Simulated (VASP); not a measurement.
Calculation: r2SCAN meta-GGA, VASP's PBE PAW potentials (set 64) (plane waves; VASP).

VASP ran on this input.

**POSCAR**
```
Cu
2.5164850
  0.0000000000   0.7035445335   0.7106510440
  0.7106510440   0.0000000000   0.7106510440
  0.7106510440   0.7035445335   0.0000000000
Cu
1
Cart
  0.0000000000   0.0000000000   0.0000000000
```

**KPOINTS**
```
Regular mesh
0
G
  16 16 16
```

**INCAR**
```
# general
SYSTEM  = Cu
PREC    = Accurate
ENCUT   = 480
LREAL   = .FALSE.   # projection in real space or not
LASPH   = .TRUE.

# electronic loop
EDIFF   = 1E-7   # SCF stop (eV)
NELM    = 100
ALGO    = Normal
LMAXMIX = 4   # l cut-off of mixed one-centre charges
LMIXTAU = .TRUE.

# smearing
ISMEAR  = 1
SIGMA   = 0.1   # width (eV)

# functional
METAGGA = R2SCAN

# ions
ISIF    = 2   # forces and stress, cell fixed

# output
LWAVE   = .FALSE.
LCHARG  = .FALSE.
```

POTCAR, in this order: Cu (PBE.64 set). Program: vasp_std.

The resulting files:

File OUTCAR:
```
 ion  position               nearest neighbor table
   1  0.000  0.000  0.000-
  LATTYP: Found a body centered tetragonal cell.
 ALAT       =     2.5290984898
 C/A-ratio  =     1.4000714268
 Subroutine PRICEL returns:
 Original cell was already a primitive cell.
 Subroutine GETGRP returns: Found 16 space group operations
The static configuration has the point symmetry D_4h.
The dynamic configuration has the point symmetry D_4h.
 Subroutine INISYM returns: Found 16 space group operations
 Subroutine IBZKPT returns following result:
 Found    349 irreducible k-points:

 Following reciprocal coordinates:
            Coordinates               Weight
  0.000000  0.000000  0.000000      1.000000
  0.062500  0.000000  0.000000      8.000000
  0.125000  0.000000  0.000000      8.000000
  0.187500  0.000000  0.000000      8.000000
  0.250000  0.000000  0.000000      8.000000
  0.312500  0.000000  0.000000      8.000000
  0.375000  0.000000  0.000000      8.000000
  0.437500  0.000000  0.000000      8.000000
  0.500000  0.000000  0.000000      4.000000
  0.062500  0.062500  0.000000      4.000000
  0.125000  0.062500  0.000000     16.000000
  0.187500  0.062500  0.000000     16.000000
  0.250000  0.062500  0.000000     16.000000
  0.312500  0.062500  0.000000     16.000000
  0.375000  0.062500  0.000000     16.000000
  0.437500  0.062500  0.000000     16.000000
  0.500000  0.062500  0.000000     16.000000
 -0.437500  0.062500 -0.000000     16.000000
 -0.375000  0.062500 -0.000000     16.000000
 -0.312500  0.062500 -0.000000     16.000000
 -0.250000  0.062500 -0.000000     16.000000
 -0.187500  0.062500 -0.000000     16.000000
 -0.125000  0.062500 -0.000000     16.000000
 -0.062500  0.062500 -0.000000      8.000000
  0.125000  0.125000  0.000000      4.000000
  0.187500  0.125000  0.000000     16.000000
  0.250000  0.125000  0.000000     16.000000
  0.312500  0.125000  0.000000     16.000000
  0.375000  0.125000  0.000000     16.000000
  0.437500  0.125000  0.000000     16.000000
  0.500000  0.125000  0.000000     16.000000
 -0.437500  0.125000 -0.000000     16.000000
 -0.375000  0.125000 -0.000000     16.000000
 -0.312500  0.125000 -0.000000     16.000000
 -0.250000  0.125000 -0.000000     16.000000
 -0.187500  0.125000 -0.000000     16.000000
 -0.125000  0.125000 -0.000000      8.000000
  0.187500  0.187500  0.000000      4.000000
  0.250000  0.187500  0.000000     16.000000
  0.312500  0.187500  0.000000     16.000000
   k-points           NKPTS =    349   k-points in BZ     NKDIM =    349   number of bands    NBANDS=      9
   number of dos      NEDOS =    301   number of ions     NIONS =      1
   total plane-waves  NPLWV =   5832
   dimension x,y,z NGX =    18 NGY =   18 NGZ =   18
   dimension x,y,z NGXF=    36 NGYF=   36 NGZF=   36
   ions per type =               1
   PREC   = accura    normal or accurate (medium, high low for compatibility)
   ISTART =      0    job   : 0-new  1-cont  2-samecut
   ICHARG =      2    charge: 1-file 2-atom 10-const
   ISPIN  =      1    spin polarized calculation?
   LNONCOLLINEAR =      F non collinear calculations
   LSORBIT =      F    spin-orbit coupling
   INIWAV =      1    electr: 0-lowe 1-rand  2-diag
   ENCUT  =  480.0 eV  35.28 Ry    5.94 a.u.   4.50  4.52  4.50*2*pi/ulx,y,z
   NELM   =    100;   NELMIN=  2; NELMDL= -5     # of ELM steps
   EDIFF  = 0.1E-06   stopping-criterion for ELM
   LREAL  =      F    real-space projection
   NLSPLINE    = F    spline interpolate recip. space projectors
   LMAXMIX     =    4 max onsite mixed and CHGCAR
...
```

OSZICAR:
```
       N       E                     dE             d eps       ncg     rms          rms(c)
DAV:   1     0.266174415541E+02    0.26617E+02   -0.56385E+03  6522   0.200E+03
DAV:   2    -0.128993951366E+02   -0.39517E+02   -0.37339E+02  6306   0.197E+02
DAV:   3    -0.133551117709E+02   -0.45572E+00   -0.45486E+00  7317   0.310E+01
DAV:   4    -0.133586028050E+02   -0.34910E-02   -0.34908E-02  7600   0.239E+00
DAV:   5    -0.133586542405E+02   -0.51436E-04   -0.51436E-04  7293   0.236E-01    0.784E+00
DAV:   6    -0.113989248956E+02    0.19597E+01   -0.27501E+01  6663   0.127E+02    0.560E+00
DAV:   7    -0.108359695003E+02    0.56296E+00   -0.56819E+00  6714   0.545E+01    0.550E-01
DAV:   8    -0.108308766838E+02    0.50928E-02   -0.10868E-01  7192   0.764E+00    0.898E-01
DAV:   9    -0.108239321330E+02    0.69446E-02   -0.13226E-01  8074   0.841E+00    0.557E-02
DAV:  10    -0.108248348143E+02   -0.90268E-03   -0.15728E-03  7499   0.548E-01    0.107E-01
DAV:  11    -0.108248050853E+02    0.29729E-04   -0.52266E-04  8862   0.437E-01    0.373E-02
DAV:  12    -0.108248144499E+02   -0.93646E-05   -0.36948E-04  6909   0.403E-01    0.231E-02
DAV:  13    -0.108248202274E+02   -0.57775E-05   -0.77418E-05  6875   0.174E-01    0.141E-03
DAV:  14    -0.108248216509E+02   -0.14235E-05   -0.71916E-07  6843   0.129E-02    0.203E-03
DAV:  15    -0.108248214486E+02    0.20232E-06   -0.99134E-07  6892   0.239E-02    0.222E-04
DAV:  16    -0.108248216876E+02   -0.23908E-06   -0.62160E-08  3492   0.364E-03    0.375E-04
DAV:  17    -0.108248216433E+02    0.44339E-07   -0.26146E-08  3240   0.337E-03
   1 F= -.10824822E+02 E0= -.10824800E+02  d E =-.662047E-04
```

File OUTCAR:
```
------------------------ aborting loop because EDIFF is reached ----------------------------------------
  FORCE on cell =-STRESS in cart. coord.  units (eV):
  Direction    XX          YY          ZZ          XY          YZ          ZX
  --------------------------------------------------------------------------------------
  Total        0.1508918      0.1686822      0.1508918      0.0000000     -0.0000000      0.0000000
  in kB       21.3480799     23.8650605     21.3480799      0.0000000     -0.0000000      0.0000000
  external PRESSURE =      22.1870734 kB  Pullay stress =       0.0000000 kB
  volume of cell :       11.32
      direct lattice vectors                 reciprocal lattice vectors
     0.000000000  1.770459265  1.788342692    -0.279588472  0.282412598  0.279588472
     1.788342692  0.000000000  1.788342692     0.279588472 -0.282412598  0.279588472
     1.788342692  1.770459265  0.000000000     0.279588472  0.282412598 -0.279588472
 POSITION                                       TOTAL-FORCE (eV/Angst)
 -----------------------------------------------------------------------------------
      0.00000      0.00000      0.00000        -0.000000      0.000000     -0.000000
 -----------------------------------------------------------------------------------
    total drift:                                0.000000     -0.000000      0.000000
  FREE ENERGIE OF THE ION-ELECTRON SYSTEM (eV)
  ---------------------------------------------------
  free  energy   TOTEN  =       -10.8248216433 eV

  energy  without entropy=      -10.8247554387  energy(sigma->0) =      -10.82479958
```
(Selected blocks of OUTCAR.)

The compound is Cu in the fcc structure. This cell was strained or had an atom moved on purpose.
